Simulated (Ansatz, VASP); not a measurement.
**Si2Mo: VASP beside Ansatz**

One calculation is typed for both programs; each brings its own data sets. How far apart do they land? Of the first pair: The cell is taken from a series of runs on this material, whose earlier steps may have relaxed, scaled, displaced or heated it; both programs get it as it stands.

Main program and level: Ansatz 0.2.0; plane waves, with VASP 6.6.1 beside it; relaxation of cell and atoms at PBEsol and single point at PBEsol.

## (1) Set-up

Symmetry: I4/mmm, No. 139, tetragonal system. The conventional cell has a = 3.190 Å, b = 3.190 Å, c = 7.821 Å, α = 90.00°, β = 90.00°, γ = 90.00°. Mo has 10 Si at 2.60 to 2.62 Å nearest. Si has 5 Si at 2.58 to 2.62 Å and 5 Mo at 2.60 to 2.62 Å nearest. Farther neighbours are not listed.

Coordinates:

```xyz
3
Lattice="-1.5951 1.5951 3.9105 1.5951 -1.5951 3.9105 1.5951 1.5951 -3.9105" Properties=species:S:1:pos:R:3 pbc="T T T"
Mo    0.0000    0.0000    0.0000
Si    0.0000    0.0000    2.6206
Si    0.0000    0.0000    5.2004
```

## (2) VASP: relaxation of cell and atoms, PBEsol

The relaxed volume is the usual yardstick between codes: in a stiff, nearly cubic crystal its relative difference is about their pressure difference at one cell divided by the bulk modulus.

Lines of VASP's logs that name or quote its potential files are left out, and so is its time.

The input, INCAR:

```
SYSTEM = Si2Mo
PREC = Accurate
ENCUT = 500
EDIFF = 1E-07
NELM = 120
ISMEAR = -1
SIGMA = 0.05
LREAL = .FALSE.
ALGO = Normal
GGA = PS
NBANDS = 17
LASPH = .TRUE.
LORBIT = 11
LWAVE = .FALSE.
LCHARG = .FALSE.
ISIF = 3
IBRION = 2
NSW = 80
EDIFFG = -0.005
GGA_COMPAT = .FALSE.
NELMIN = 4
KPAR = 2
```

The input, POSCAR:

```
Si2Mo
1.0
   -1.5951341297      1.5951341297      3.9104826305
    1.5951341297     -1.5951341297      3.9104826305
    1.5951341297      1.5951341297     -3.9104826305
Mo Si
1 2
Direct
    0.0000000000      0.0000000000      0.0000000000
    0.3350720935      0.3350720935      0.0000000000
    0.6649279065      0.6649279065      0.0000000000
```

The input, KPOINTS:

```
Automatic mesh
0
Gamma
19 19 19
0 0 0
```

PAW data sets: Mo_sv and Si (PBE family, release 64).

Started as:

```
mpirun -np 2 vasp_std
```

Numbers of over 12 decimals in the logs are rounded to 6 here.

The log of the run:

```text
[banner, memory and clock lines left out]
running    2 mpi-ranks, on    1 nodes
 distrk:  each k-point on    1 cores,    2 groups
 distr:  one band on    1 cores,    1 groups

 POSCAR found type information on POSCAR MoSi
 POSCAR found :  2 types and       3 ions
|                                                                             |
|               ----> ADVICE to this user running VASP <----                  |
|                                                                             |
|     You enforced a specific xc type in the INCAR file but a different       |
|     [... a line on the potential file left out ...]
|     I HOPE YOU KNOW WHAT YOU ARE DOING!                                     |
|                                                                             |

 LDA part: xc-table for (Slater+PW92), standard interpolation
 POSCAR, INCAR and KPOINTS ok, starting setup
 FFT: planning ... GRIDC
 FFT: planning ... GRID_SOFT
 FFT: planning ... GRID
 WAVECAR not read
 entering main loop
       N       E                     dE             d eps       ncg     rms          rms(c)
DAV:   1     0.115409399298E+03    0.11541E+03   -0.11142E+04 18716   0.120E+03
DAV:   2    -0.232820241042E+02   -0.13869E+03   -0.13623E+03 23222   0.304E+02
DAV:   3    -0.260333022207E+02   -0.27513E+01   -0.27309E+01 23195   0.388E+01
DAV:   4    -0.260475559894E+02   -0.14254E-01   -0.14244E-01 22946   0.314E+00
DAV:   5    -0.260476504059E+02   -0.94416E-04   -0.94409E-04 23430   0.258E-01    0.231E+01
DAV:   6    -0.252519293931E+02    0.79572E+00   -0.62096E+00 20089   0.165E+01    0.506E+00
DAV:   7    -0.251219291200E+02    0.13000E+00   -0.90295E-01 19658   0.584E+00    0.473E+00
DAV:   8    -0.250815437475E+02    0.40385E-01   -0.11211E-01 20405   0.251E+00    0.442E-01
DAV:   9    -0.250805357492E+02    0.10080E-02   -0.20915E-03 23463   0.372E-01    0.238E-01
DAV:  10    -0.250804289811E+02    0.10677E-03   -0.55097E-04 21119   0.205E-01    0.595E-02
DAV:  11    -0.250804167541E+02    0.12227E-04   -0.17890E-04 20543   0.101E-01    0.387E-02
DAV:  12    -0.250804136490E+02    0.31051E-05   -0.25232E-05 20005   0.361E-02    0.771E-03
DAV:  13    -0.250804132191E+02    0.42988E-06   -0.86807E-07 20780   0.838E-03    0.216E-03
DAV:  14    -0.250804131217E+02    0.97443E-07   -0.15365E-08 10469   0.918E-04
   1 F= -.25080413E+02 E0= -.25079454E+02  d E =-.250804E+02
 curvature:   0.00 expect dE= 0.000E+00 dE for cont linesearch  0.000E+00
 trial: gam= 0.00000 g(F)=  0.223E-05 g(S)=  0.422E-03 ort = 0.000E+00 (trialstep = 0.100E+01)
 search vector abs. value=  0.425E-03
 bond charge predicted
       N       E                     dE             d eps       ncg     rms          rms(c)
DAV:   1    -0.250854208091E+02   -0.50076E-02   -0.11033E-01 19348   0.339E+00    0.888E-01
DAV:   2    -0.250811469093E+02    0.42739E-02   -0.40288E-02 19305   0.145E+00    0.214E-01
DAV:   3    -0.250803414683E+02    0.80544E-03   -0.36775E-03 19168   0.334E-01    0.665E-02
DAV:   4    -0.250802649675E+02    0.76501E-04   -0.27237E-04 20131   0.146E-01    0.455E-02
DAV:   5    -0.250802642052E+02    0.76222E-06   -0.19043E-05 22864   0.386E-02    0.291E-02
DAV:   6    -0.250802621072E+02    0.20981E-05   -0.67300E-06 20788   0.136E-02    0.188E-03
DAV:   7    -0.250802620273E+02    0.79838E-07   -0.19586E-07 17521   0.303E-03
   2 F= -.25080262E+02 E0= -.25079299E+02  d E =0.151094E-03
 trial-energy change:    0.000151  1 .order    0.000144   -0.000425    0.000712
 step:   0.3644(harm=  0.3737)  dis= 0.00008  next Energy=   -25.080490 (dE=-0.770E-04)
 bond charge predicted
       N       E                     dE             d eps       ncg     rms          rms(c)
DAV:   1    -0.250825540718E+02   -0.22920E-02   -0.44477E-02 19332   0.215E+00    0.571E-01
DAV:   2    -0.250808188045E+02    0.17353E-02   -0.15720E-02 19300   0.911E-01    0.136E-01
DAV:   3    -0.250805133894E+02    0.30542E-03   -0.14021E-03 19099   0.207E-01    0.429E-02
DAV:   4    -0.250804854629E+02    0.27926E-04   -0.10821E-04 20055   0.930E-02    0.309E-02
DAV:   5    -0.250804882751E+02   -0.28122E-05   -0.72096E-06 22881   0.239E-02    0.185E-02
DAV:   6    -0.250804896200E+02   -0.13449E-05   -0.24117E-06 20773   0.809E-03    0.120E-03
DAV:   7    -0.250804896439E+02   -0.23897E-07   -0.76341E-08 10587   0.191E-03
   3 F= -.25080490E+02 E0= -.25079529E+02  d E =-.765222E-04
 curvature:  -0.19 expect dE=-0.313E-06 dE for cont linesearch -0.205E-07
 trial: gam=-0.01212 g(F)=  0.684E-07 g(S)=  0.161E-05 ort = 0.682E-05 (trialstep = 0.873E+00)
 search vector abs. value=  0.157E-05
 reached required accuracy - stopping structural energy minimisation
```

From OUTCAR (step 2):

```text
ion  position               nearest neighbor table
   1  0.000  0.000  0.000-   3 2.60   3 2.60   3 2.60   2 2.60   3 2.60   2 2.60   2 2.60   2 2.60
                             2 2.62   3 2.62
   2  0.335  0.335  0.000-   3 2.58   1 2.60   1 2.60   1 2.60   1 2.60   3 2.62   3 2.62   3 2.62
                             3 2.62   1 2.62
   3  0.665  0.665  0.000-   2 2.58   1 2.60   1 2.60   1 2.60   1 2.60   2 2.62   2 2.62   2 2.62
                             2 2.62   1 2.62

  LATTYP: Found a body centered tetragonal cell.
 ALAT       =     3.1902682594
 C/A-ratio  =     2.4515070913

 Subroutine GETGRP returns: Found 16 space group operations
 (whereof 16 operations were pure point group operations)

The static configuration has the point symmetry D_4h.

 Found    550 irreducible k-points:

   k-points           NKPTS =    550   k-points in BZ     NKDIM =    550   number of bands    NBANDS=     17

   dimension x,y,z NGX =    36 NGY =   36 NGZ =   36
   dimension x,y,z NGXF=    72 NGYF=   72 NGZF=   72

   ENCUT  =  500.0 eV  36.75 Ry    6.06 a.u.   8.23  8.23  8.23*2*pi/ulx,y,z

   NELECT =      22.0000    total number of electrons

 k-points in reciprocal lattice and weights: Automatic mesh
   0.00000000  0.00000000  0.00000000       0.000
   0.05263158  0.00000000 -0.00000000       0.001
   0.10526316  0.00000000 -0.00000000       0.001
   0.15789474  0.00000000  0.00000000       0.001
   0.21052632 -0.00000000  0.00000000       0.001
   0.26315789 -0.00000000  0.00000000       0.001
   0.31578947  0.00000000  0.00000000       0.001
   0.36842105  0.00000000  0.00000000       0.001
   0.42105263 -0.00000000  0.00000000       0.001
[...]
-0.47368421  0.47368421  0.47368421       0.001
  -0.47368421 -0.47368421  0.47368421       0.000

 average (electrostatic) potential at core
       1 -68.8046       2 -77.0779       3 -77.0779

 E-fermi :  12.3119

 k-point     1 :       0.0000    0.0000    0.0000
  band No.  band energies     occupation
    ...
      6       5.8532      2.00000
      7       8.9169      2.00000
      8       9.1799      2.00000
      9       9.6754      2.00000
     10       9.6754      2.00000
     11      12.6944      0.00095
     12      15.4498      0.00000
     13      15.5359      0.00000
     14      15.8654      0.00000
     15      15.8654      0.00000
    ...

 k-point     2 :       0.0526    0.0000   -0.0000
  band No.  band energies     occupation
    ...
      6       5.8586      2.00000
      7       8.7013      2.00000
      8       9.1868      2.00000
      9       9.7093      2.00000
     10       9.8009      2.00000
     11      12.5275      0.02645
     12      15.2854      0.00000
     13      15.5503      0.00000
     14      15.6104      0.00000
     15      16.0444      0.00000
    ...

 k-point     3 :       0.1053    0.0000   -0.0000
  band No.  band energies     occupation
    ...
      7       8.2672      2.00000
      8       9.1941      2.00000
      9       9.8090      2.00000
     10       9.9903      2.00000
     11      12.1324      1.94632
     12      14.8107      0.00000
     13      15.0906      0.00000
     14      15.9253      0.00000
     15      16.4090      0.00000
     16      16.9016      0.00000
    ...

  Total        0.0055459      0.0055459     -0.0061922      0.0000000     -0.0000000     -0.0000000
  in kB        0.2228864      0.2228864     -0.2488605      0.0000000     -0.0000000     -0.0000000
  external PRESSURE =       0.0656375 kB  Pullay stress =       0.0000000 kB

  energy-cutoff  :      500.00
  volume of cell :       39.87
      direct lattice vectors                 reciprocal lattice vectors
    -1.596004817  1.596004817  3.912646241     0.000000000  0.313282262  0.127790751
     1.596004817 -1.596004817  3.912646241     0.313282262  0.000000000  0.127790751
     1.596004817  1.596004817 -3.912646241     0.313282262  0.313282262  0.000000000

 POSITION                                       TOTAL-FORCE (eV/Angst)
 -----------------------------------------------------------------------------------
      0.00000      0.00000     -0.00000         0.000000      0.000000      0.000000
      0.00000      0.00000      2.62195         0.000000      0.000000      0.000842
      0.00000      0.00000      5.20334        -0.000000     -0.000000     -0.000842
 -----------------------------------------------------------------------------------
    total drift:                                0.000000     -0.000000      0.000000

  FREE ENERGIE OF THE ION-ELECTRON SYSTEM (eV)
  ---------------------------------------------------
  free  energy   TOTEN  =       -25.0804896439 eV

  energy  without entropy=      -25.0785690057  energy(sigma->0) =      -25.07952932

 reached required accuracy - stopping structural energy minimisation

 total charge
# of ion       s       p       d       tot
------------------------------------------
    1        2.290   6.212   4.213  12.714
    2        0.742   0.883   0.000   1.624
    3        0.742   0.883   0.000   1.624
--------------------------------------------------
tot          3.774   7.977   4.213  15.963

[... 3 further parts left out ...]
```

CONTCAR:

```
Si2Mo
   1.00000000000000
    -1.5960048170476993    1.5960048170476993    3.9126462411382268
     1.5960048170476993   -1.5960048170476993    3.9126462411382268
     1.5960048170476993    1.5960048170476993   -3.9126462411382268
  Mo              Si
     1     2
Direct
     0.0000000000000000    0.0000000000000000    0.0000000000000000
     0.3350612489296532    0.3350612489296532    0.0000000000000000
     0.6649387510703468    0.6649387510703468    0.0000000000000000
```

The PAW data sets were made with PBE, which is usual practice but a small mismatch for other functionals. The run keeps the 16 symmetry operations of its start, so it cannot find a distortion of lower symmetry.

## (3) Ansatz: relaxation of cell and atoms, PBEsol

Ansatz runs on its PAW soft_1 files.

The same cell, functional, mesh and smearing now go to Ansatz.

The input, input.yaml:

```yaml
crystal:
  lattice:
    - [-1.5951341297, 1.5951341297, 3.9104826305]
    - [1.5951341297, -1.5951341297, 3.9104826305]
    - [1.5951341297, 1.5951341297, -3.9104826305]
  atoms:
    - { symbol: Mo, position: [0.0, 0.0, 0.0] }
    - { symbol: Si, position: [0.3350720935, 0.3350720935, 0.0] }
    - { symbol: Si, position: [0.6649279065, 0.6649279065, 0.0] }
kpoints:
  mp_grid: { grid: [19, 19, 19] }
scf:
  occupations: { method: fermi_dirac, width: 0.05 }
hamiltonian:
  xc: pbesol
  pseudopotentials: { kind: paw, azcp: { folder: soft_1 }, xc_functional: pbe }
basis:
  ecutwfc: 600
output:
  forces: true
  stress: true
relax:
  f_tol: 0.005
  max_steps: 70
  cell: { stress_tol: 0.02, p_target: 0 }
```

Started as:

```
ansatz run input.yaml --threads 3 --pin off --max-ram 5120MiB --backend cpu --events-out ev --progress --plain --runs-dir out
```

The log of the run:

```text
basis.fft_grid_basis auto: the FFT boxes are laid along the combinations [[1, 0, 1], [0, 1, 1], [0, 0, 1]] of the cell's own vectors, 3.190, 3.190 and 4.515 Å long. The dense box has 27×27×40 points. Along the cell's own vectors, as sized, it would have 40×40×40, 2.19 times as many. Of the 16 symmetry operations that the crystal satisfies within crystal.symmetry.tolerance (time reversal apart; of a slab, those that k [...]
Engine: ansatz 0.2.0, x86_64-unknown-linux-gnu
Pseudopotentials: kind: paw
Pseudopotential: Mo, paw, valence charge 14, recommended cutoff 420 eV (normal), soft_1/Mo.paw.azcp
Pseudopotential: Si, paw, valence charge 4, recommended cutoff 420 eV (normal), soft_1/Si.paw.azcp
Functional definition: PBEsol
  exchange = pbesol_x
  correlation = pbesol_c
Crystal: 3 atoms, lattice volume = 39.800 Å³
Basis set: ecut = 600 eV, 1299 PW (Γ), FFT grids on a1+a3, a2+a3, a3, exchange–correlation on 54×54×80 points (8 copies of the dense FFT grid, shifted against one another)
Bands: 15, of which v1, the nominal top of the filled ones, is band 11 counted from 1 (10 counted from 0)
Symmetry: 16 space group operations
Space group: I4/mmm (ITA 139), of the structure as read, at distance tolerance 3.4e-5 Å
k-points: 550 of 6859
Non-local potential: Mo, projectors of the file, l = 0: 3, l = 1: 2, l = 2: 2, l = 3: 1
Non-local potential: Si, projectors of the file, l = 0: 2, l = 1: 2, l = 2: 1
PAW form: soft (Blöchl's): semilocal exchange-correlation on the pseudo side does not see the compensation charge
PAW frozen core: Mo, regenerated for the run's functional, and the local potential with it (the file was generated under x = pbe(κ = 0.804, μ = 0.219515), c = pbe(β = 0.066725))
PAW frozen core: Si, regenerated for the run's functional, and the local potential with it (the file was generated under x = pbe(κ = 0.804, μ = 0.219515), c = pbe(β = 0.066725))
PAW one-centre angular grid: Mo, 590 points (default); XC on 64 Gauss nodes
PAW one-centre angular grid: Si, 110 points (default); XC on 64 Gauss nodes
Initial density: superposition of atomic densities (chi_scale 0.1, normalization cell, long waves kept (reshape's long-wave potential 0.00 eV rms))
Initial wavefunctions: pseudopotential atomic-orbital guess
Functional: x = pbesol(κ = 0.804, μ = 0.123457), c = pbesol(β = 0.046)
SCF iter   1: F=—  HF=-6143.571241 eV  |F-HF|=—  |Δ(HF+E_count)|=         —  Δρ=9.35e-2  dr2=5.20e0  ethr=3.10e-3  ⟨swp⟩=6.0  Hψ=50979  notcnv=0
preconditioner: auto → Kerker (q_TF=auto, 2.472 Å⁻¹)  [metal: Δε(μ)=0.024 eV  Ē_g=8.190 eV  σ=0.050 eV  W_gap=0.12  n_scr=10 (ndim 8)  ℏωp=22.0 eV  f_vac=0.000  D(μ)=0.45/eV (n_scr^D=0)]
SCF iter   2: F=—  HF=-6142.377770 eV  |F-HF|=—  |Δ(HF+E_count)|=    1.19e0  Δρ=3.16e-2  dr2=2.95e-1  ethr=3.10e-3  ⟨swp⟩=2.5  Hψ=20711  notcnv=0
SCF iter   3: F=—  HF=-6142.318820 eV  |F-HF|=—  |Δ(HF+E_count)|=   5.89e-2  Δρ=1.47e-2  dr2=6.48e-2  ethr=1.34e-3  ⟨swp⟩=2.1  Hψ=12251  notcnv=0
SCF iter   4: F=—  HF=-6142.303763 eV  |F-HF|=—  |Δ(HF+E_count)|=   1.51e-2  Δρ=2.59e-3  dr2=2.90e-3  ethr=2.95e-4  ⟨swp⟩=2.5  Hψ=14250  notcnv=0
SCF iter   5: F=—  HF=-6142.302947 eV  |F-HF|=—  |Δ(HF+E_count)|=   8.16e-4  Δρ=3.39e-4  dr2=8.06e-5  ethr=1.32e-5  ⟨swp⟩=2.8  Hψ=13681  notcnv=0
SCF iter   6: F=—  HF=-6142.302933 eV  |F-HF|=—  |Δ(HF+E_count)|=   1.43e-5  Δρ=3.13e-5  dr2=5.56e-7  ethr=3.66e-7  ⟨swp⟩=2.3  Hψ=10756  notcnv=0
SCF iter   7: F=-6142.302932 eV  HF=-6142.302932 eV  |F-HF|=5.27e-9  |Δ(HF+E_count)|=   1.44e-7  Δρ=4.84e-6  dr2=9.94e-9  ethr=4.55e-10  ⟨swp⟩=4.2  Hψ=26895  notcnv=0
SCF 1 converged in 7 iterations: F = -6142.302932 eV  dr2 = 9.94e-9
  greatest PAW one-centre occupation: 0.999 electrons in one spin orbital (limit 2), on the Mo atom at site 0 (counted from 0), in its partial waves of l = 0
relax step   1: F+E_penalty+E_count = -6142.30293245 eV  Δ(F+E_penalty+E_count) = +0.000e0 eV  max|allowed force component| = 9.813e-6 eV/Å  Δτ_max = 0.0000 Å  P = -0.000 GPa  Ω = 39.800 Å³  (7 SCF iters, dr2 threshold 1.00e-7 eV, accepted)
Initial density: handed on by an earlier stage of this run
Initial wavefunctions: pseudopotential atomic-orbital guess (no wavefunctions were taken with the density)
iter 1 solved again at ethr=4.38e-8 eV; its pass at ethr=3.10e-3 eV (dr2=9.64e-6 eV) is discarded
SCF iter   1: F=—  HF=-6142.302931 eV  |F-HF|=—  |Δ(HF+E_count)|=         —  Δρ=4.76e-6  dr2=1.00e-8  ethr=4.38e-8  ⟨swp⟩=3.1  Hψ=72935  notcnv=0
preconditioner: auto → Kerker (q_TF=auto, 2.472 Å⁻¹)  [metal: Δε(μ)=0.045 eV  Ē_g=7.800 eV  σ=0.050 eV  W_gap=0.21  n_scr=10 (ndim 8)  ℏωp=22.0 eV  f_vac=0.000  D(μ)=0.23/eV (n_scr^D=0)]
SCF iter   2: F=—  HF=-6142.302932 eV  |F-HF|=—  |Δ(HF+E_count)|=   1.13e-6  Δρ=3.03e-6  dr2=3.39e-9  ethr=4.55e-11  ⟨swp⟩=2.0  Hψ=13426  notcnv=0
SCF iter   3: F=—  HF=-6142.302932 eV  |F-HF|=—  |Δ(HF+E_count)|=  6.89e-10  Δρ=7.34e-7  dr2=3.77e-10  ethr=1.54e-11  ⟨swp⟩=2.0  Hψ=11582  notcnv=0
SCF iter   4: F=—  HF=-6142.302932 eV  |F-HF|=—  |Δ(HF+E_count)|=  7.19e-11  Δρ=1.83e-7  dr2=6.78e-12  ethr=1.71e-12  ⟨swp⟩=2.6  Hψ=11689  notcnv=0
SCF iter   5: F=-6142.302932 eV  HF=-6142.302932 eV  |F-HF|=1.82e-12  |Δ(HF+E_count)|=  9.09e-13  Δρ=4.06e-8  dr2=3.15e-13  ethr=1.00e-12  ⟨swp⟩=5.0  Hψ=30975  notcnv=0
SCF 2 converged in 5 iterations: F = -6142.302932 eV  dr2 = 3.15e-13
relax step   2: F+E_penalty+E_count = -6142.30293245 eV  Δ(F+E_penalty+E_count) = -3.179e-9 eV  max|allowed force component| = 2.958e-5 eV/Å  Δτ_max = 0.0000 Å  P = -0.000 GPa  Ω = 39.800 Å³  stress off target by 8.82e-4 GPa  SCF on the basis re-selected at this cell (its energy is not comparable with the rows above)  (5 SCF iters)
basis re-selected at this cell: Δ(F+E_penalty+E_count) = -3.179e-9 eV, ΔP = +0.000 GPa vs the last step (what re-selecting the basis moved, of the pressure what is left beyond the Pulay correction that the steps carried, after the strain that the cell walked since its last selection, with what the two solves' SCF thresholds leave and, on support functions, any second-order correction that the steps lacked; it is no m [...]
SCF converged after 5 iterations
Free energy (F): -6142.302932 eV
Harris-Foulkes:  -6142.302932 eV  (|F-HF|=1.82e-12)
Internal energy: -6142.301016 eV  (E = F + TS)
E sigma→0 (E₀):  -6142.301974 eV
Entropy (-TS):   -0.001917 eV (-0.639 meV/atom)
Fermi energy:    16.063121 eV
--- Per-component energies (eV) ---
  E_band       = -44.508643
  E_kinetic    = 513.090403
  E_local      = -1124.665906  (includes V_loc(G=0)·N_el)
  E_nonlocal   = 194.757241
  E_hartree    = 428.975709
  E_xc         = -291.948209
  E_vxc        = -321.343858  (∫ρ·V_xc dr)
  E_paw        = -4149.987529  (= ΣΔE_a)
  E_vpaw       = -164.297950  (= ΣTr[D̂ρ^β])
  E_aug_tail   = 0.000026  (compensation charges beyond the density's cutoff)
  E_ewald      = -1712.795173
  E_core_change = 0.272421  (= ΣΔE_core)
  E_smearing   = -0.001917  (= −TS)
  E_closure    = 0.000000  (closes the sum)
  Σ components = -6142.302932   (vs F -6142.302932, Δ=0.00e0)
--- Forces (eV/Å), atoms counted from 1 ---
  atom   1  Mo     0.00000000    -0.00000000    -0.00000000
  atom   2  Si     0.00000000    -0.00000000    -0.00002958
  atom   3  Si    -0.00000000     0.00000000     0.00002958
  max |Σ_I F_I| component: 3.47e-17 eV/Å
--- Stress (GPa, compression-positive) ---
        0.000405       0.000000       0.000000
        0.000000       0.000405       0.000000
        0.000000       0.000000      -0.000882
  P = ⅓ Tr σ = -0.0000 GPa (-0.000 kbar)
--- Relaxed structure (1 steps of the walk, 1 accepted, 1 SCFs on fresh bases) ---
  F+E_penalty+E_count = -6142.30293245 eV   max|allowed force component| = 2.958e-5 eV/Å   (the final SCF, on the basis selected at the relaxed cell)
  cell:  # Å, volume = 39.8002 Å³
    - [-1.5951341297, 1.5951341297, 3.9104826305]
    - [1.5951341297, -1.5951341297, 3.9104826305]
    - [1.5951341297, 1.5951341297, -3.9104826305]
  atoms:
    - { symbol: Mo, position: [0.0, 0.0, 0.0] }
    - { symbol: Si, position: [0.3350720935, 0.3350720935, 0.0] }
    - { symbol: Si, position: [0.664928, 0.664928, 0.0] }
```

(Continued in part 2 of 2.)

[Lines on the potential files, build, host, timing and source positions are cut from VASP's logs without a mark.]

[Logs are printed without paths, hosts, clocks, repeated set-up lines and the standing remarks that a program may print on its own settings, such as how far it seeks lower states.]

[Hosts, paths, dates, database ids (printed as entryN), source tags and the programs' standing remarks are cut or masked in the printed files.]
